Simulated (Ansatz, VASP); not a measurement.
# BiSb (h-BN type (invented)) in two plane-wave programs

Aim: how closely do two programs agree when they are given the same cell, functional and k mesh? The cell is generated by rule, not measured, and may not be a known phase. The cell is taken from a series of runs on this material, whose earlier steps may have relaxed, scaled, displaced or heated it; both programs get it as it stands.

Program: Ansatz 0.2.0. Level of theory: plane waves, with VASP 6.6.1 beside it; PBEsol. Results are calculated unless marked as measured.

### 1. Starting point

The structure is hexagonal, space group P6_3/mmc (No. 194). Conventional cell: a = 5.300 Å, b = 5.300 Å, c = 6.394 Å, α = 90.00°, β = 90.00°, γ = 120.00°. Nearest to Sb lie 5 Bi at 3.06 to 3.20 Å. Bi has 5 Sb at 3.06 to 3.20 Å nearest. Farther neighbours are not listed.

Structure file:

```xyz
4
Lattice="5.3001 0.0000 0.0000 -2.6501 4.5900 0.0000 0.0000 0.0000 6.3942" Properties=species:S:1:pos:R:3 pbc="T T T"
Sb    0.0000    3.0600    1.5985
Sb    2.6501    1.5300    4.7956
Bi    2.6501    1.5300    1.5985
Bi    0.0000    3.0600    4.7956
```

### 2. VASP: relaxation of cell and atoms, PBEsol

The relaxed volume is the usual yardstick between codes: in a stiff, nearly cubic crystal its relative difference is about their pressure difference at one cell divided by the bulk modulus.

Lines of VASP's logs that name or quote its potential files are left out, and so is its time.

Contents of INCAR:

```
SYSTEM = BiSb
PREC = Accurate
ENCUT = 500
EDIFF = 1E-07
NELM = 120
ISMEAR = 0
SIGMA = 0.1
LREAL = .FALSE.
ALGO = Normal
GGA = PS
NBANDS = 26
LORBIT = 11
LWAVE = .FALSE.
LCHARG = .FALSE.
ISIF = 3
IBRION = 2
NSW = 80
EDIFFG = -0.005
LASPH = .TRUE.
GGA_COMPAT = .FALSE.
NELMIN = 4
KPAR = 2
```

Contents of POSCAR:

```
BiSb
1.0
    5.3001330000      0.0000000000      0.0000000000
   -2.6500670000      4.5900500000      0.0000000000
    0.0000000000      0.0000000000      6.3941590000
Sb Bi
2 2
Direct
    0.3333333501      0.6666667296      0.2500000000
    0.6666666835      0.3333333962      0.7500000000
    0.6666666835      0.3333333962      0.2500000000
    0.3333333501      0.6666667296      0.7500000000
```

Contents of KPOINTS:

```
Automatic mesh
0
Gamma
9 9 8
0 0 0
```

Potentials, in the order of the species: Sb and Bi_d (PBE family, release 64).

On the command line:

```bash
> mpirun -np 2 vasp_std
```

Numbers of over 12 decimals in the logs are rounded to 6 here.

Output:

```text
[banner, memory and clock lines left out]
running    2 mpi-ranks, on    1 nodes
 distrk:  each k-point on    1 cores,    2 groups
 distr:  one band on    1 cores,    1 groups

 POSCAR found type information on POSCAR SbBi
 POSCAR found :  2 types and       4 ions
|                                                                             |
|               ----> ADVICE to this user running VASP <----                  |
|                                                                             |
|     You enforced a specific xc type in the INCAR file but a different       |
|     [... a line on the potential file left out ...]
|     I HOPE YOU KNOW WHAT YOU ARE DOING!                                     |
|                                                                             |

 LDA part: xc-table for (Slater+PW92), standard interpolation
 POSCAR, INCAR and KPOINTS ok, starting setup
 FFT: planning ... GRIDC
 FFT: planning ... GRID_SOFT
 FFT: planning ... GRID
 WAVECAR not read
 entering main loop
       N       E                     dE             d eps       ncg     rms          rms(c)
DAV:   1     0.365672409459E+03    0.36567E+03   -0.18594E+04  3208   0.145E+03
DAV:   2     0.165735026909E+02   -0.34910E+03   -0.34460E+03  3394   0.378E+02
DAV:   3    -0.159143810564E+02   -0.32488E+02   -0.31922E+02  3892   0.137E+02
DAV:   4    -0.170800930904E+02   -0.11657E+01   -0.11616E+01  3604   0.284E+01
DAV:   5    -0.171303942363E+02   -0.50301E-01   -0.50293E-01  4420   0.552E+00    0.281E+00
DAV:   6    -0.170266122020E+02    0.10378E+00   -0.31318E-01  3758   0.276E+00    0.153E+00
DAV:   7    -0.170104895312E+02    0.16123E-01   -0.46912E-02  3866   0.104E+00    0.816E-01
DAV:   8    -0.170078058485E+02    0.26837E-02   -0.12211E-02  3740   0.524E-01    0.967E-02
DAV:   9    -0.170079273969E+02   -0.12155E-03   -0.99847E-04  3632   0.158E-01    0.522E-02
DAV:  10    -0.170082555821E+02   -0.32819E-03   -0.44883E-04  3330   0.107E-01    0.212E-02
DAV:  11    -0.170082657390E+02   -0.10157E-04   -0.25347E-05  3888   0.281E-02    0.959E-03
DAV:  12    -0.170082775004E+02   -0.11761E-04   -0.25237E-05  3282   0.212E-02    0.144E-03
DAV:  13    -0.170082778472E+02   -0.34675E-06   -0.66571E-07  3524   0.499E-03    0.619E-04
DAV:  14    -0.170082781244E+02   -0.27719E-06   -0.14438E-07  2464   0.206E-03    0.186E-04
DAV:  15    -0.170082781401E+02   -0.15668E-07   -0.13287E-08  1790   0.118E-03
   1 F= -.17008278E+02 E0= -.17001638E+02  d E =-.170083E+02
[...]
2 F= -.17012318E+02 E0= -.17006220E+02  d E =-.403995E-02
[...]
3 F= -.17012437E+02 E0= -.17006542E+02  d E =-.415851E-02
[...]
4 F= -.17012486E+02 E0= -.17006678E+02  d E =-.497323E-04
 trial-energy change:   -0.000050  1 .order   -0.000050   -0.000186    0.000087
 step:   0.7100(harm=  0.7100)  dis= 0.00000  next Energy=   -17.012500 (dE=-0.635E-04)
 bond charge predicted
       N       E                     dE             d eps       ncg     rms          rms(c)
DAV:   1    -0.170127627868E+02   -0.27638E-03   -0.75922E-03  3744   0.106E+00    0.829E-02
DAV:   2    -0.170125426420E+02    0.22014E-03   -0.44684E-04  3722   0.269E-01    0.356E-02
DAV:   3    -0.170124975434E+02    0.45099E-04   -0.19184E-04  3764   0.160E-01    0.502E-03
DAV:   4    -0.170124989690E+02   -0.14256E-05   -0.67842E-06  3662   0.182E-02    0.324E-03
DAV:   5    -0.170125000280E+02   -0.10590E-05   -0.53123E-07  2844   0.486E-03    0.114E-03
DAV:   6    -0.170125004950E+02   -0.46700E-06   -0.13213E-07  1940   0.298E-03    0.413E-04
DAV:   7    -0.170125003820E+02    0.11304E-06   -0.43010E-08  1616   0.221E-03    0.230E-04
DAV:   8    -0.170125003619E+02    0.20092E-07   -0.11906E-08  1614   0.128E-03
   5 F= -.17012500E+02 E0= -.17006664E+02  d E =-.637081E-04
 curvature:  -0.37 expect dE=-0.242E-06 dE for cont linesearch -0.608E-09
 trial: gam=-0.01019 g(F)=  0.623E-42 g(S)=  0.663E-06 ort = 0.554E-06 (trialstep = 0.974E+00)
 search vector abs. value=  0.671E-06
 reached required accuracy - stopping structural energy minimisation
```

Parts of OUTCAR (step 2):

```text
ion  position               nearest neighbor table
   1  0.333  0.667  0.250-   3 3.06   3 3.06   3 3.06   4 3.20   4 3.20
   2  0.667  0.333  0.750-   4 3.06   4 3.06   4 3.06   3 3.20   3 3.20
   3  0.667  0.333  0.250-   1 3.06   1 3.06   1 3.06   2 3.20   2 3.20
   4  0.333  0.667  0.750-   2 3.06   2 3.06   2 3.06   1 3.20   1 3.20

  LATTYP: Found a hexagonal cell.
 ALAT       =     5.3001330000
 C/A-ratio  =     1.2064148202

 Subroutine GETGRP returns: Found 24 space group operations
 (whereof 12 operations were pure point group operations)

The static configuration has the point symmetry D_3d.
 The point group associated with its full space group is D_6h.

 Found     60 irreducible k-points:

   k-points           NKPTS =     60   k-points in BZ     NKDIM =     60   number of bands    NBANDS=     26

   dimension x,y,z NGX =    40 NGY =   40 NGZ =   48
   dimension x,y,z NGXF=    80 NGYF=   80 NGZF=   96

   ENCUT  =  500.0 eV  36.75 Ry    6.06 a.u.   9.66  9.66 11.66*2*pi/ulx,y,z

   NELECT =      40.0000    total number of electrons

 k-points in reciprocal lattice and weights: Automatic mesh
   0.00000000  0.00000000  0.00000000       0.002
   0.11111111  0.00000000  0.00000000       0.009
   0.22222222  0.00000000  0.00000000       0.009
   0.33333333  0.00000000  0.00000000       0.009
   0.44444444  0.00000000  0.00000000       0.009
   0.11111111  0.11111111  0.00000000       0.009
   0.22222222  0.11111111  0.00000000       0.019
   0.33333333  0.11111111  0.00000000       0.019
   0.44444444  0.11111111  0.00000000       0.009
[...]
0.33333333  0.22222222  0.50000000       0.019
   0.33333333  0.33333333  0.50000000       0.003

 average (electrostatic) potential at core
       1 -87.5072       2 -87.5072       3-105.8663       4-105.8663

 E-fermi :   5.0721

 k-point     1 :       0.0000    0.0000    0.0000
  band No.  band energies     occupation
    ...
     16       1.5863      2.00000
     17       1.5863      2.00000
     18       3.3045      2.00000
     19       3.3045      2.00000
     20       3.4946      2.00000
     21       5.1850      0.11016
     22       5.1850      0.11016
     23       7.2471      0.00000
     24       7.2471      0.00000
     25       7.9635      0.00000
    ...

 k-point     2 :       0.1111    0.0000    0.0000
  band No.  band energies     occupation
    ...
     16       1.4725      2.00000
     17       1.7745      2.00000
     18       3.1992      2.00000
     19       3.3376      2.00000
     20       3.5289      2.00000
     21       5.1341      0.38058
     22       5.4506      0.00000
     23       7.2411      0.00000
     24       7.4994      0.00000
     25       8.0284      0.00000
    ...

 k-point     3 :       0.2222    0.0000    0.0000
  band No.  band energies     occupation
    ...
     16       1.2270      2.00000
     17       2.1221      2.00000
     18       2.9335      2.00000
     19       2.9673      2.00000
     20       3.9687      2.00000
     21       5.2550      0.00968
     22       6.1355      0.00000
     23       7.3929      0.00000
     24       8.1532      0.00000
     25       8.2184      0.00000
    ...

  Total        0.0041387      0.0041387     -0.0045509     -0.0000000     -0.0000000      0.0000000
  in kB        0.0426195      0.0426195     -0.0468646     -0.0000000     -0.0000000      0.0000000
  external PRESSURE =       0.0127915 kB  Pullay stress =       0.0000000 kB

  energy-cutoff  :      500.00
  volume of cell :      155.58
      direct lattice vectors                 reciprocal lattice vectors
     5.276679541  0.000000003  0.000000000     0.189513119  0.109415467 -0.000000000
    -2.638340266  4.569738705  0.000000000    -0.000000000  0.218830893 -0.000000000
     0.000000000  0.000000000  6.452292109    -0.000000000 -0.000000000  0.154983684

 POSITION                                       TOTAL-FORCE (eV/Angst)
 -----------------------------------------------------------------------------------
     -0.00000      3.04649      1.61307         0.000000      0.000000      0.000000
      2.63834      1.52325      4.83922         0.000000      0.000000      0.000000
      2.63834      1.52325      1.61307        -0.000000     -0.000000      0.000000
     -0.00000      3.04649      4.83922        -0.000000      0.000000      0.000000
 -----------------------------------------------------------------------------------
    total drift:                                0.000118     -0.000457     -0.000008

  FREE ENERGIE OF THE ION-ELECTRON SYSTEM (eV)
  ---------------------------------------------------
  free  energy   TOTEN  =       -17.0125003619 eV

  energy  without entropy=      -17.0008282179  energy(sigma->0) =      -17.00666429

 reached required accuracy - stopping structural energy minimisation

 total charge
# of ion       s       p       d       tot
------------------------------------------
    1        1.212   1.171   0.022   2.405
    2        1.212   1.171   0.022   2.405
    3        1.550   1.297   9.920  12.767
    4        1.550   1.297   9.920  12.767
--------------------------------------------------
tot          5.525   4.935  19.884  30.344

[... 3 further parts left out ...]
```

### 3. Ansatz: relaxation of cell and atoms, PBEsol

Ansatz runs on its default PAW (the set named soft_2) files.

The same cell, functional, mesh and smearing now go to Ansatz, which takes its cutoff from its data sets.

Contents of input.yaml:

```yaml
crystal:
  lattice:
    - [5.3001333146, 0.0, 0.0]
    - [-2.6500666573, 4.5900500938, 0.0]
    - [0.0, 0.0, 6.3941594566]
  atoms:
    - { symbol: Sb, position: [0.3333333333, 0.6666666667, 0.25] }
    - { symbol: Sb, position: [0.6666666667, 0.3333333333, 0.75] }
    - { symbol: Bi, position: [0.6666666667, 0.3333333333, 0.25] }
    - { symbol: Bi, position: [0.3333333333, 0.6666666667, 0.75] }
kpoints:
  mp_grid: { grid: [9, 9, 8] }
hamiltonian:
  xc: pbesol
scf:
  occupations: { method: gaussian, width: 0.1 }
output:
  forces: true
  stress: true
  eigenvalues: true
relax:
  adjacent_minimum: "off"
  f_tol: 0.005
  max_steps: 80
  cell: { stress_tol: 0.05 }
```

On the command line:

```bash
> ansatz run input.yaml --threads 2 --pin off --max-ram 5120MiB --backend cpu --events-out ev --progress --plain --runs-dir out
```

Output:

```text
Engine: ansatz 0.2.0, aarch64-unknown-linux-gnu
Pseudopotentials: kind: paw
Pseudopotential: Sb, paw, valence charge 15, recommended cutoff 420 eV (normal), Sb.paw.azcp
Pseudopotential: Bi, paw, valence charge 15, recommended cutoff 420 eV (normal), Bi.paw.azcp
Functional definition: PBEsol
  exchange = pbesol_x
  correlation = pbesol_c
Crystal: 4 atoms, lattice volume = 155.556 Å³
Basis set: ecut = 420 eV, 3039 PW (Γ), exchange–correlation on 72×72×90 points (8 copies of the dense FFT grid, shifted against one another)
Bands: 36, of which v1, the nominal top of the filled ones, is band 30 counted from 1 (29 counted from 0)
Symmetry: 24 space group operations
Space group: P63/mmc (ITA 194), of the structure as read, at distance tolerance 5.4e-5 Å
k-points: 60 of 648
Non-local potential: Sb, projectors of the file, l = 0: 2, l = 1: 2, l = 2: 2, l = 3: 2
Non-local potential: Bi, projectors of the file, l = 0: 2, l = 1: 2, l = 2: 2, l = 3: 2
PAW form: soft (Blöchl's): semilocal exchange-correlation on the pseudo side does not see the compensation charge
PAW frozen core: Sb, regenerated for the run's functional, and the local potential with it (the file was generated under x = pbe(κ = 0.804, μ = 0.219515), c = pbe(β = 0.066725))
PAW frozen core: Bi, regenerated for the run's functional, and the local potential with it (the file was generated under x = pbe(κ = 0.804, μ = 0.219515), c = pbe(β = 0.066725))
PAW one-centre angular grid: Sb, 590 points (default); XC on 64 Gauss nodes
PAW one-centre angular grid: Bi, 590 points (default); XC on 64 Gauss nodes
Initial density: superposition of atomic densities (neutral atoms: chi_scale 0, normalization atom), corrected by the library's trained network
Initial wavefunctions: pseudopotential atomic-orbital guess
Functional: x = pbesol(κ = 0.804, μ = 0.123457), c = pbesol(β = 0.046)
SCF iter   1: F=—  HF=-37299.452550 eV  |F-HF|=—  |Δ(HF+E_count)|=         —  Δρ=2.03e-3  dr2=5.37e-3  ethr=1.77e-3  ⟨swp⟩=6.9  Hψ=9184  notcnv=0
preconditioner: auto → LDOS  [metal: Δε(μ)=0.016 eV  Ē_g=7.789 eV  σ=0.100 eV  W_gap=0.09  n_scr=22 (ndim 8)  ℏωp=13.3 eV  f_vac=0.128  D(μ)=2.66/eV (n_scr^D=20)  β→1.0]
SCF iter   2: F=—  HF=-37299.450431 eV  |F-HF|=—  |Δ(HF+E_count)|=   2.12e-3  Δρ=6.05e-4  dr2=6.18e-4  ethr=8.94e-6  ⟨swp⟩=2.0  Hψ=4528  notcnv=0  defer=9
SCF iter   3: F=—  HF=-37299.450255 eV  |F-HF|=—  |Δ(HF+E_count)|=   1.76e-4  Δρ=2.69e-4  dr2=9.60e-5  ethr=1.03e-6  ⟨swp⟩=2.0  Hψ=3906  notcnv=0  defer=9
SCF iter   4: F=—  HF=-37299.450243 eV  |F-HF|=—  |Δ(HF+E_count)|=   1.18e-5  Δρ=6.41e-5  dr2=1.07e-5  ethr=1.60e-7  ⟨swp⟩=2.0  Hψ=3878  notcnv=0  defer=9
SCF iter   5: F=—  HF=-37299.450242 eV  |F-HF|=—  |Δ(HF+E_count)|=   9.50e-7  Δρ=1.32e-5  dr2=7.56e-7  ethr=1.78e-8  ⟨swp⟩=3.0  Hψ=4033  notcnv=0  defer=9
SCF iter   6: F=-37299.450242 eV  HF=-37299.450242 eV  |F-HF|=1.48e-8  |Δ(HF+E_count)|=   6.33e-8  Δρ=2.81e-6  dr2=2.70e-8  ethr=1.67e-10  ⟨swp⟩=9.6  Hψ=9840  notcnv=0
SCF 1 converged in 6 iterations: F = -37299.450242 eV  dr2 = 2.70e-8
  greatest PAW one-centre occupation: 0.996 electrons in one spin orbital (limit 2), on the Sb atom at site 1 (counted from 0), in its partial waves of l = 2
relax step   1: F+E_penalty+E_count = -37299.45024199 eV  Δ(F+E_penalty+E_count) = +0.000e0 eV  max|allowed force component| = 4.441e-16 eV/Å  Δτ_max = 0.0000 Å  P = -0.024 GPa  Ω = 155.556 Å³  (6 SCF iters, dr2 threshold 1.00e-7 eV, accepted)
[...]
relax step   2: F+E_penalty+E_count = -37299.45432982 eV  Δ(F+E_penalty+E_count) = -4.088e-3 eV  max|allowed force component| = 1.388e-16 eV/Å  Δτ_max = 0.0000 Å  P = +0.080 GPa  Ω = 155.311 Å³  energy of the carried Pulay correction = +3.882e-5 eV  (4 SCF iters, dr2 threshold 4.00e-7 eV, accepted)
[...]
relax step   3: F+E_penalty+E_count = -37299.45434915 eV  Δ(F+E_penalty+E_count) = -1.933e-5 eV  max|allowed force component| = 1.193e-15 eV/Å  Δτ_max = 0.0000 Å  P = -0.059 GPa  Ω = 155.865 Å³  energy of the carried Pulay correction = -4.552e-5 eV  (3 SCF iters, dr2 threshold 6.75e-8 eV, accepted)
[...]
relax step   4: F+E_penalty+E_count = -37299.45443298 eV  Δ(F+E_penalty+E_count) = -8.383e-5 eV  max|allowed force component| = 3.053e-16 eV/Å  Δτ_max = 0.0000 Å  P = +0.002 GPa  Ω = 155.630 Å³  energy of the carried Pulay correction = -9.710e-6 eV  (3 SCF iters, dr2 threshold 1.70e-8 eV, accepted)
[...]
relax step   5: F+E_penalty+E_count = -37299.45443891 eV  Δ(F+E_penalty+E_count) = -5.937e-6 eV  max|allowed force component| = 4.811e-16 eV/Å  Δτ_max = 0.0000 Å  P = +0.002 GPa  Ω = 155.630 Å³  stress off target by 2.58e-3 GPa  SCF on the basis re-selected at this cell (its energy is not comparable with the rows above)  (4 SCF iters)
basis re-selected at this cell: Δ(F+E_penalty+E_count) = -5.937e-6 eV, ΔP = -0.000 GPa vs the last step (what re-selecting the basis moved, of the pressure what is left beyond the Pulay correction that the steps carried, after the strain that the cell walked since its last selection, with what the two solves' SCF thresholds leave and, on support functions, any second-order correction that the steps lacked; it is no m [...]
SCF converged after 4 iterations
Free energy (F): -37299.454439 eV
Harris-Foulkes:  -37299.454439 eV  (|F-HF|=1.60e-10)
Internal energy: -37299.442774 eV  (E = F + TS)
E sigma→0 (E₀):  -37299.448606 eV
Entropy (-TS):   -0.011665 eV (-2.916 meV/atom)
Fermi energy:    7.685546 eV
--- Per-component energies (eV) ---
  E_band       = -690.299701
  E_kinetic    = 1019.469186
  E_local      = -7328.570021  (includes V_loc(G=0)·N_el)
  E_nonlocal   = 1851.414788
  E_hartree    = 2904.635410
  E_xc         = -574.825970
  E_vxc        = -480.486019  (∫ρ·V_xc dr)
  E_paw        = -30017.429780  (= ΣΔE_a)
  E_vpaw       = -1561.397553  (= ΣTr[D̂ρ^β])
  E_aug_tail   = -0.000920  (compensation charges beyond the density's cutoff)
  E_ewald      = -5154.978685
  E_core_change = 0.843218  (= ΣΔE_core)
  E_smearing   = -0.011665  (= −TS)
  E_closure    = 0.000000  (closes the sum)
  Σ components = -37299.454439   (vs F -37299.454439, Δ=0.00e0)
--- Forces (eV/Å), atoms counted from 1 ---
  atom   1  Sb     0.00000000     0.00000000     0.00000000
  atom   2  Sb     0.00000000    -0.00000000     0.00000000
  atom   3  Bi    -0.00000000    -0.00000000     0.00000000
  atom   4  Bi     0.00000000     0.00000000     0.00000000
  max |Σ_I F_I| component: 7.40e-17 eV/Å
--- Stress (GPa, compression-positive) ---
        0.002583       0.000000       0.000000
       -0.000000       0.002583       0.000000
        0.000000       0.000000      -0.000617
  P = ⅓ Tr σ = 0.0015 GPa (0.015 kbar)
--- Band table (eV; the first three rows and the last of 60) ---
  k-point 0: bands = [... 26 lower, 4.2037, 5.9190, 5.9190, 6.1071, 7.7999, 7.7999, 9.8605, 9.8605, ... 2 higher]
  k-point 1: bands = [... 26 lower, 4.2525, 5.8256, 5.8256, 6.3907, 7.8517, 7.8517, 9.7237, 9.7237, ... 2 higher]
  k-point 2: bands = [... 26 lower, 4.3961, 5.5799, 5.5799, 7.1414, 8.0055, 8.0055, 8.5843, 9.3883, ... 2 higher]
  k-point 59: bands = [... 26 lower, 7.1016, 7.1016, 7.2667, 7.2667, 7.7841, 7.7841, 8.2719, 8.2719, ... 2 higher]
--- Relaxed structure (4 steps of the walk, 4 accepted, 1 SCFs on fresh bases) ---
  F+E_penalty+E_count = -37299.45443891 eV   max|allowed force component| = 4.811e-16 eV/Å   (the final SCF, on the basis selected at the relaxed cell)
  cell:  # Å, volume = 155.6297 Å³
    - [5.277404, 0.0, 0.0]
    - [-2.638702, 4.570366, 0.0]
    - [0.0, 0.0, 6.452399]
  atoms:
    - { symbol: Sb, position: [0.333333, 0.666667, 0.25] }
    - { symbol: Sb, position: [0.666667, 0.333333, 0.75] }
    - { symbol: Bi, position: [0.666667, 0.333333, 0.25] }
    - { symbol: Bi, position: [0.333333, 0.666667, 0.75] }
```

Reading the cycles: dr2 is the Hartree energy of the density residual (eV), the measure of convergence; HF is the Harris–Foulkes estimate of the energy, which meets the free energy F at convergence.

### 4. Differences

Known differences besides the potentials themselves: the data sets hold 60 valence electrons in Ansatz (on its default PAW (the set named soft_2) files) and 40 in VASP; the cutoff is 420 eV in Ansatz and 500 eV in VASP; Ansatz makes its cores anew for this functional, VASP keeps those of its PBE data sets; Ansatz adds a Pulay correction to the stress that steers its cell, VASP none. Total energies have different zeros and are not compared.

The two programs side by side:

```
                                         quantity  Ansatz    VASP  difference
                                      volume (Å³)  155.63  155.58     +0.03 %
edge a after relaxation, in the typed setting (Å)   5.277   5.277     +0.01 %
edge c after relaxation, in the typed setting (Å)   6.452   6.452     +0.00 %
```

### 5. Results

| Item | Value |
| --- | --- |
| difference in volume (relaxation of cell and atoms, PBEsol) | 0.029 % |

**Reading.** The difference in volume is 0.029 % (relaxation of cell and atoms, PBEsol), within the 1.2 % picked in this series as the mark of a large difference, as far as the stopping tolerances let one tell. The data sets hold unlike numbers of valence electrons (60 in Ansatz and 40 in VASP), so part of the differences may come from the potentials. How closely two codes agree says nothing of how well the functional describes the real material.

[Lines on the potential files, build, host, timing and source positions are cut from VASP's logs without a mark.]

[Logs are printed without paths, hosts, clocks, repeated set-up lines and the standing remarks that a program may print on its own settings, such as how far it seeks lower states.]

[Hosts, paths, dates, database ids (printed as entryN), source tags and the programs' standing remarks are cut or masked in the printed files.]
